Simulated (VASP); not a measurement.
# Cd2TeO (I-42d) in VASP: relaxation of cell and atoms with PBE

Aim: the relaxation of cell and atoms of Cd2TeO with PBE.

Everything below comes from runs of VASP 6.6.1. Logs are shortened: lines on timing, memory, paths and dates and some standing lists are left out, and cuts for length are marked.

## Step 1: The structure

Symmetry: I-42d, No. 122, tetragonal system. The conventional cell has a = 5.866 Å, b = 5.866 Å, c = 11.442 Å, α = 90.00°, β = 90.00°, γ = 90.00°. Around Cd (site symmetry 2) lie 2 O at 2.26 Å. Te (site symmetry -4) has 4 Cd at 2.85 Å as nearest neighbours. O (site symmetry -4) is surrounded by 4 Cd at 2.26 Å.

The cell was built by a generator and needn't be a form met in nature.

## Step 2: Relaxation of cell and atoms, PBE

INCAR reads:

```
SYSTEM = Cd2TeO
PREC = Accurate
ENCUT = 520
EDIFF = 1E-6
ISMEAR = 0
SIGMA = 0.1
LREAL = .False.
LASPH = .True.
NELM = 120
ALGO = Normal
ISIF = 3
LWAVE = .False.
LCHARG = .False.
GGA = PE
IBRION = 2
NSW = 90
EDIFFG = -0.01
KPAR = 4
```

KPOINTS reads:

```
Automatic mesh
0
Gamma
  8 8 8
  0 0 0
```

POSCAR reads:

```
Cd2TeO
1.0
   -2.9330000000      2.9330000000      5.7210000000
    2.9330000000     -2.9330000000      5.7210000000
    2.9330000000      2.9330000000     -5.7210000000
Cd Te O
4 2 2
Direct
    0.2137316700      0.1250000000      0.5887316700
    0.5362683300      0.6250000000      0.4112683300
    0.8750000000      0.4637316700      0.0887316700
    0.3750000000      0.7862683300      0.9112683300
    0.0000000000      0.0000000000      0.0000000000
    0.7500000000      0.2500000000      0.5000000000
    0.5000000000      0.5000000000      0.0000000000
    0.2500000000      0.7500000000      0.5000000000
```

Potentials or basis: VASP PAW PBE potentials, release 64 (Cd, Te, O).

Run with:

```bash
cat potpaw_PBE.64/Cd/POTCAR potpaw_PBE.64/Te/POTCAR potpaw_PBE.64/O/POTCAR > POTCAR
mpirun -np 4 vasp_std > vasp.out
```

OUTCAR:

```text
SYSTEM = Cd2TeO
   PREC = Accurate
   ENCUT = 520
   EDIFF = 1E-6
   ISMEAR = 0
   LREAL = .False.
   LASPH = .True.
   NELM = 120
   ISIF = 3
   GGA = PE
   IBRION = 2
   NSW = 90
   EDIFFG = -0.01

 ion  position               nearest neighbor table
   1  0.214  0.125  0.589-   7 2.26   8 2.26   6 2.85   5 2.85   2 3.49   2 3.49   4 3.78   3 3.78
                             3 3.78   4 3.78
   2  0.536  0.625  0.411-   7 2.26   8 2.26   5 2.85   6 2.85   1 3.49   1 3.49   3 3.78   4 3.78
                             4 3.78   3 3.78
   3  0.875  0.464  0.089-   7 2.26   8 2.26   5 2.85   6 2.85   4 3.49   4 3.49   2 3.78   1 3.78
                             1 3.78   2 3.78
   4  0.375  0.786  0.911-   7 2.26   8 2.26   6 2.85   5 2.85   3 3.49   3 3.49   2 3.78   2 3.78
                             1 3.78   1 3.78
   5  0.000  0.000  0.000-   1 2.85   3 2.85   4 2.85   2 2.85
   6  0.750  0.250  0.500-   3 2.85   1 2.85   2 2.85   4 2.85
   7  0.500  0.500  0.000-   1 2.26   2 2.26   3 2.26   4 2.26
   8  0.250  0.750  0.500-   1 2.26   2 2.26   3 2.26   4 2.26

  LATTYP: Found a body centered tetragonal cell.
 ALAT       =     5.8660000000
 C/A-ratio  =     1.9505625639

  Lattice vectors:

 A1 = (  -2.9330000000,   2.9330000000,   5.7210000000)
 A2 = (   2.9330000000,  -2.9330000000,   5.7210000000)
 A3 = (   2.9330000000,   2.9330000000,  -5.7210000000)

Analysis of symmetry for initial positions (statically):
=====================================================================
 Subroutine PRICEL returns:
 Original cell was already a primitive cell.

 Routine SETGRP: Setting up the symmetry group for a
 body centered tetragonal supercell.

 Subroutine GETGRP returns: Found  8 space group operations
 (whereof  4 operations were pure point group operations)
 out of a pool of 16 trial point group operations.

The static configuration has the point symmetry S_4 .
 The point group associated with its full space group is D_2d.

Analysis of symmetry for dynamics (positions and initial velocities):
=====================================================================
 Subroutine PRICEL returns:
 Original cell was already a primitive cell.

 Routine SETGRP: Setting up the symmetry group for a
 body centered tetragonal supercell.

 Subroutine GETGRP returns: Found  8 space group operations
 (whereof  4 operations were pure point group operations)
 out of a pool of 16 trial point group operations.

The dynamic configuration has the point symmetry S_4 .
 The point group associated with its full space group is D_2d.

 Subroutine INISYM returns: Found  8 space group operations
 (whereof  4 operations are pure point group operations),
 and found     1 'primitive' translations

----------------------------------------------------------------------------------------

                                     Primitive cell

  volume of cell :     196.8594

  direct lattice vectors                    reciprocal lattice vectors
    -2.933000000  2.933000000  5.721000000     0.000000000  0.170473917  0.087397308
     2.933000000 -2.933000000  5.721000000     0.170473917  0.000000000  0.087397308
     2.933000000  2.933000000 -5.721000000     0.170473917  0.170473917  0.000000000

  length of vectors
     7.066457316  7.066457316  7.066457316     0.191571517  0.191571517  0.241086526

  position of ions in fractional coordinates (direct lattice)
     0.213731670  0.125000000  0.588731670
     0.536268330  0.625000000  0.411268330
     0.875000000  0.463731670  0.088731670
     0.375000000  0.786268330  0.911268330
     0.000000000  0.000000000  0.000000000
     0.750000000  0.250000000  0.500000000
     0.500000000  0.500000000  0.000000000
     0.250000000  0.750000000  0.500000000

  ion indices of the primitive-cell ions
   primitive index   ion index
                 1           1
                 2           2
                 3           3
                 4           4
                 5           5
                 6           6
                 7           7
                 8           8

----------------------------------------------------------------------------------------

 KPOINTS: Automatic mesh

Automatic generation of k-mesh.
 Grid dimensions read from file:
 generate k-points for:    8    8    8

 Generating k-lattice:

  Cartesian coordinates                     Fractional coordinates (reciprocal lattice)
     0.000000000  0.021309240  0.010924664     0.125000000  0.000000000 -0.000000000
     0.021309240  0.000000000  0.010924664     0.000000000  0.125000000 -0.000000000
     0.021309240  0.021309240  0.000000000     0.000000000  0.000000000  0.125000000

  Length of vectors
     0.023946440  0.023946440  0.030135816

  Shift w.r.t. Gamma in fractional coordinates (k-lattice)
     0.000000000  0.000000000  0.000000000

 Subroutine IBZKPT returns following result:
 ===========================================

 Found     59 irreducible k-points:

 Following reciprocal coordinates:
            Coordinates               Weight
  0.000000  0.000000  0.000000      1.000000
  0.125000  0.000000  0.000000      8.000000
  0.250000  0.000000  0.000000      8.000000
  0.375000 -0.000000  0.000000      8.000000
  0.500000  0.000000  0.000000      4.000000
  0.125000  0.125000  0.000000      8.000000
[... 16 lines left out ...]
  0.250000  0.125000  0.125000     16.000000
  0.375000  0.125000  0.125000      8.000000
 [... further k-points ...]
   k-points           NKPTS =     59   k-points in BZ     NKDIM =     59   number of bands    NBANDS=     43
   number of dos      NEDOS =    301   number of ions     NIONS =      8
   total plane-waves  NPLWV = 157464
   dimension x,y,z NGX =    54 NGY =   54 NGZ =   54
   dimension x,y,z NGXF=   108 NGYF=  108 NGZF=  108
   ions per type =               4   2   2
   NGX,Y,Z   is equivalent  to a cutoff of  12.70, 12.70, 12.70 a.u.
   NGXF,Y,Z  is equivalent  to a cutoff of  25.41, 25.41, 25.41 a.u.
 SYSTEM =  Cd2TeO
   PREC   = accura    normal or accurate (medium, high low for compatibility)
   ISTART =      0    job   : 0-new  1-cont  2-samecut
   ICHARG =      2    charge: 1-file 2-atom 10-const
   ISPIN  =      1    spin polarized calculation?
   LNONCOLLINEAR =      F non collinear calculations
   LSORBIT =      F    spin-orbit coupling
   LASPH  =      T    aspherical Exc in radial PAW
   ENCUT  =  520.0 eV  38.22 Ry    6.18 a.u.  13.14 13.14 13.14*2*pi/ulx,y,z
   NELM   =    120;   NELMIN=  2; NELMDL= -5     # of ELM steps
   EDIFF  = 0.1E-05   stopping-criterion for ELM
   LREAL  =      F    real-space projection
   EDIFFG = -.1E-01   stopping-criterion for IOM
   NSW    =     90    number of steps for IOM
   IBRION =      2    ionic relax: 0-MD 1-quasi-New 2-CG
   NFREE  =      1    steps in history (QN), initial steepest desc. (CG)
   ISIF   =      3    stress and relaxation
   ISYM   =      2    0-nonsym 1-usesym 2-fastsym
   POTIM  = 0.5000    time-step for ionic-motion
   TEBEG  =    0.0;   TEEND  =   0.0 temperature during run
   PSTRESS=    0.0 pullay stress
   NELECT =      72.0000    total number of electrons
   NUPDOWN=      -1.0000    fix difference up-down
   EMIN   =  10.00;   EMAX   =-10.00  energy-range for DOS
   EFERMI =   0.00;   METHOD = LEGACY
   ISMEAR =     0;   SIGMA  =   0.10  broadening in eV -4-tet -1-fermi 0-gaus
   EFERMI_NEDOS =   21; number of points for ismear=-14 and -15
   IALGO  =     38    algorithm
   IMIX   =      4    mixing-type and parameters
     AMIX     =   0.40;   BMIX     =  1.00
     AMIX_MAG =   1.60;   BMIX_MAG =  1.00
  volume/ion in A,a.u.               =      24.61       166.06
  Fermi-wavevector in a.u.,A,eV,Ry     =   1.170758  2.212411 18.649142  1.370673
  Thomas-Fermi vector in A             =   2.307211
   LORBIT       =      0    0 simple, 1 ext, 2 COOP (PROOUT), +10 PAW based schemes
   GGA     = PE    functional components
   LHFCALC =     F    Hartree Fock is set to
   AEXX    =    0.0000 exact exchange contribution
   IVDW    =     0    specifies the selected vdW correction
   LEPSILON=     F    determine dielectric tensor
   LRPA    =     F    only Hartree local field effects (RPA)
 conjugate gradient relaxation of ions
 non-spin polarized calculation
 Gauss-broadening in eV      SIGMA  =   0.10
  energy-cutoff  :      520.00
  volume of cell :      196.86
 maximum number of plane-waves:      5346
 NGX is ok and might be reduce to    54
   NGX = 27   NGY = 27   NGZ = 27

--------------------------------------- Ionic step        1  -------------------------------------------

 number of electron      72.0000004 magnetization

 Free energy of the ion-electron system (eV)
  ---------------------------------------------------
  ext. energy  EPLUGINS =         0.00000000
  ---------------------------------------------------
  free energy    TOTEN  =       -24.39042177 eV

  energy without entropy =      -24.38974053  energy(sigma->0) =      -24.39008115

------------------------ aborting loop because EDIFF is reached ----------------------------------------

  FORCE on cell =-STRESS in cart. coord.  units (eV):
  Direction    XX          YY          ZZ          XY          YZ          ZX
  --------------------------------------------------------------------------------------
  -------------------------------------------------------------------------------------
  Total        0.5019257      0.5019257      0.3015078      0.0000000      0.0000000      0.0000000
  in kB        4.0850178      4.0850178      2.4538783      0.0000000      0.0000000      0.0000000
  external PRESSURE =       3.5413046 kB  Pullay stress =       0.0000000 kB
[... 153 lines left out ...]
  energy  without entropy=      -24.3914090585  energy(sigma->0) =      -24.39175046

--------------------------------------- Ionic step        5  -------------------------------------------

 number of electron      72.0000001 magnetization

 Free energy of the ion-electron system (eV)
  ---------------------------------------------------
  ext. energy  EPLUGINS =         0.00000000
  ---------------------------------------------------
  free energy    TOTEN  =       -24.39240255 eV

  energy without entropy =      -24.39171844  energy(sigma->0) =      -24.39206049

 E-fermi :   2.0766     XC(G=0):  -9.3109

 val. band max:        1.9565276733   @ k =  -0.2500   0.2500   0.0000
 cond. band min:       2.4308479405   @ k =   0.1250   0.0000   0.0000
 fundamental gap:      0.4743202672
 Fermi energy:         2.0765745376

 k-point     1 :       0.0000    0.0000    0.0000
  band No.  band energies     occupation
      1     -15.2615      2.00000
      2     -15.0950      2.00000
      3      -8.7545      2.00000
      4      -8.1062      2.00000
      5      -5.9582      2.00000
      6      -5.9512      2.00000
[... 1093 lines left out ...]
     42       7.0232      0.00000
     43       7.4484      0.00000

 [... further k-points ...]

------------------------ aborting loop because EDIFF is reached ----------------------------------------

  FORCE on cell =-STRESS in cart. coord.  units (eV):
  Direction    XX          YY          ZZ          XY          YZ          ZX
  --------------------------------------------------------------------------------------
  -------------------------------------------------------------------------------------
  Total        0.0074697      0.0074697     -0.0598986      0.0000000      0.0000000      0.0000000
  in kB        0.0604257      0.0604257     -0.4845493      0.0000000      0.0000000      0.0000000
  external PRESSURE =      -0.1212326 kB  Pullay stress =       0.0000000 kB
[... 23 lines left out ...]
  FREE ENERGIE OF THE ION-ELECTRON SYSTEM (eV)
  ---------------------------------------------------
  free  energy   TOTEN  =       -24.3924025483 eV

  energy  without entropy=      -24.3917184390  energy(sigma->0) =      -24.39206049

 reached required accuracy - stopping structural energy minimisation
```

Run time: 5.7 min. Hardware: 4 MPI ranks of AMD EPYC 9R45 (Zen 5), shared host; peak memory 0.7 GiB.

What came out:

* Free energy: -24.3924 eV
* Relaxed volume: 24.76 Å³/atom
* Relaxed cell: a = 7.068 Å, b = 7.068 Å, c = 7.068 Å, α = 130.77°, β = 130.77°, γ = 72.18°
* Space group after relaxing (to 0.05 Å): I-42d (No. 122)
* Energy gained by relaxing: 0.2 meV/atom
* Ionic steps: 5
* Pressure after relaxing: 0.0 GPa
* Largest force after relaxing: 0.007 eV/Å
* Band gap on the k mesh: none (metal or under the smearing width)

Forces on the atoms (eV/Å):
```
Cd   0.000 -0.007  0.000
Cd   0.000  0.007  0.000
Cd  -0.007  0.000  0.000
Cd   0.007  0.000  0.000
Te   0.000  0.000  0.000
Te   0.000  0.000  0.000
O    0.000  0.000  0.000
O    0.000  0.000  0.000
```

Step by step:
```csv
step,energy change (eV),largest force (eV/Å),pressure (GPa),volume (Å³)
1,0.0000,0.0272,0.35,196.86
2,-0.0014,0.0131,-0.09,198.41
3,-0.0015,0.0155,-0.03,198.15
4,-0.0017,0.0098,-0.02,198.12
5,-0.0020,0.0071,-0.01,198.06
```

Final structure:
```
Cd Te O
1.0
    -2.94425    2.94425    5.71190
     2.94425   -2.94425    5.71190
     2.94425    2.94425   -5.71190
Cd Te O
4 2 2
Direct
  0.21446 0.12500 0.58946
  0.53554 0.62500 0.41054
  0.87500 0.46446 0.08946
  0.37500 0.78554 0.91054
  0.00000 0.00000 0.00000
  0.75000 0.25000 0.50000
  0.50000 0.50000 0.00000
  0.25000 0.75000 0.50000
```

Levels at points of the mesh, in eV from the Fermi level:
| k point | band 32 | band 33 | band 34 | band 35 | band 36 | band 37 | band 38 | band 39 | band 40 | band 41 |
| --- | --- | --- | --- | --- | --- | --- | --- | --- | --- | --- |
| (0.00, 0.00, 0.00) | -1.64 | -1.64 | -0.59 | -0.59 | -0.46 | -0.19 | 2.61 | 2.99 | 4.26 | 4.59 |
| (0.50, 0.00, 0.00) | -1.90 | -1.72 | -1.08 | -0.97 | -0.30 | 2.24 | 2.34 | 3.53 | 3.56 | 4.38 |
| (0.50, 0.50, 0.00) | -1.55 | -1.22 | -1.22 | -0.33 | -0.33 | 1.63 | 1.63 | 4.12 | 4.12 | 5.17 |
| (0.50, 0.50, 0.50) | -1.73 | -1.41 | -1.41 | -0.59 | -0.59 | 1.84 | 1.84 | 3.27 | 3.27 | 4.03 |

Spin-orbit coupling is left out, which matters for the levels of Te.
